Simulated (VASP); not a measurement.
Consider the following.

```
CELL_PARAMETERS angstrom
      0.00000     1.75452     1.75452
      1.75452     0.00000     1.75452
      1.75452     1.75452     0.00000
ATOMIC_POSITIONS crystal
  Ni 0.00000 0.00000 0.00000
```
Starting moments (μB, in the order of the record's atoms Ni): 0.6.

Calculation: optB88-vdW, VASP's PBE PAW potentials (set 64) (plane waves; VASP). Settings: 520 eV cut-off, 20×20×20 Γ-centred mesh, tetrahedra with Blöchl corrections, potentials Ni.

Problem. Estimate the cell moment, energy per atom (σ→0), band gap (on the k-mesh) with the smallest direct gap where there is one.

Solution. 
```
Item                                                        Result
------------------------  ----------------------------------------
band gap (on the k-mesh)  none (metal, semimetal or under 0.01 eV)
cell moment                                                0.59 μB
energy per atom (σ→0)                               -2.662 eV/atom
```

Problem. Give the moment on each site (PAW-sphere projection).

Solution. 
```tsv
site	moment (μB)
Ni1	0.60
```

Total energies compare only between runs with the same potentials, cut-off and functional.

The compound is Ni in the fcc structure. It was relaxed first.
